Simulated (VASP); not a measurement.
```
BaS
1.0
    0.00000     3.22805     3.22805
    3.22805     0.00000     3.22805
    3.22805     3.22805     0.00000
Ba S
1 1
Direct
  0.00000   0.00000   0.00000
  0.50000   0.50000   0.50000
```

Calculation: PBE GGA, VASP's PBE PAW potentials (set 64) (plane waves; VASP). Settings: 520 eV cut-off, Gaussian smearing of 0.050 eV, potentials Ba_sv S.

Unless said otherwise, spin-orbit coupling is left out, though it shifts the bands of the heavy elements here.

Give the energies of bands 6 to 11 at the high-symmetry points, in eV from the valence-band maximum.

| band | Γ | X | U | L | W |
|---|---|---|---|---|---|
| 6 | 0.00 | -0.56 | -0.92 | -1.87 | -1.07 |
| 7 | 0.00 | -0.15 | -0.59 | -1.03 | -0.51 |
| 8 | 0.00 | -0.15 | -0.56 | -1.03 | -0.51 |
| 9 | 3.44 | 2.16 | 3.30 | 5.43 | 4.26 |
| 10 | 3.86 | 5.83 | 5.86 | 5.59 | 4.26 |
| 11 | 3.86 | 5.85 | 6.42 | 6.18 | 6.13 |

The gap is indirect, 2.16 eV, from the valence maximum at Γ to the conduction minimum at X.

The compound is BaS in the rock salt structure. It was relaxed first.
